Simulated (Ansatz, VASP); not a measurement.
Given: the input of a run of Ansatz 0.2.0 on AlFe3B. Atoms were shifted at random by some hundredths of an Å from the given cell, which wasn't relaxed again for these runs. The cell comes from a database or a generator and needn't be the stable form of this composition.

The input input.yaml:

```yaml
crystal:
  lattice:
    - [3.822322, 0.0, 0.0]
    - [0.0, 3.822322, 0.0]
    - [0.0, 0.0, 3.822322]
  atoms:
    - { symbol: Fe, position: [0.003725, 0.011032, 0.489687], spin: 3.0 }
    - { symbol: Fe, position: [-0.000373, 0.505888, 0.001113], spin: 3.0 }
    - { symbol: Fe, position: [0.508393, 0.006846, 0.002606], spin: 3.0 }
    - { symbol: Al, position: [0.483545, 0.498513, 0.490177] }
    - { symbol: B, position: [0.010926, 0.006096, 0.003878] }
hamiltonian:
  xc: pbe
  pseudopotentials: { kind: paw }
magnetization:
  spin_polarized: true
kpoints:
  mp_grid: { grid: [7, 7, 7] }
scf:
  occupations: { method: fermi_dirac, width: 0.05 }
output:
  forces: true
  stress: true
  eigenvalues: true
```

Potentials or basis: Ansatz PAW.

Launch:

```bash
$ ansatz run input.yaml --threads 2 --pin off --max-ram 5120MiB --backend cpu --events-out ev --progress --plain --runs-dir out
```

Task: Translate it to VASP 6.6.1. Potentials or basis there: PBE PAW files Al, B, Fe, 520 eV.

Result: As run (cutoffs and basis follow the program's own potentials, and thresholds, step limits or extra output files can differ):

Contents of INCAR:

```
PREC = Accurate
ENCUT = 520
EDIFF = 1E-7
ISMEAR = -1
SIGMA = 0.05
LREAL = False
LASPH = True
NELM = 150
ALGO = Normal
ISIF = 2
LWAVE = False
LCHARG = False
ISPIN = 2
MAGMOM = 3 3 3 0 0
LORBIT = 11
LMAXMIX = 4
GGA = PE
NBANDS = 27
```

The input KPOINTS:

```
Automatic mesh
0
Gamma
  7 7 7
```

POSCAR

```
AlFe3B
1.0
    3.8223220000      0.0000000000      0.0000000000
    0.0000000000      3.8223220000      0.0000000000
    0.0000000000      0.0000000000      3.8223220000
Fe Al B
3 1 1
Direct
    0.0037250000      0.0110320000      0.4896870000
   -0.0003730000      0.5058880000      0.0011130000
    0.5083930000      0.0068460000      0.0026060000
    0.4835450000      0.4985130000      0.4901770000
    0.0109260000      0.0060960000      0.0038780000
```

Potentials or basis: VASP PAW PBE potentials, release 64 (Fe, Al, B).

Run with:

```console
$ cat potpaw_PBE.64/Fe/POTCAR potpaw_PBE.64/Al/POTCAR potpaw_PBE.64/B/POTCAR > POTCAR
$ mpirun -np 1 vasp_std > vasp.out
```

Both were run:

|  | Ansatz | VASP |
| --- | --- | --- |
| Pressure | -0.7 GPa | -0.3 GPa |
| Largest force | 1.290 eV/Å | 1.326 eV/Å |
| Net moment | 4.11 μB per cell | 4.11 μB per cell |

Ansatz's pressure holds a Pulay term of +0.14 GPa for its cutoff of 420 eV, which the other run lacks.

The potentials hold 54 and 30 valence electrons a cell.

Where Ansatz's input types no cutoff or centring, it takes its own default and a Γ-centred mesh.

The magnetic state is the one that the start led to; the real crystal's order can differ.

Pressure is positive in compression.
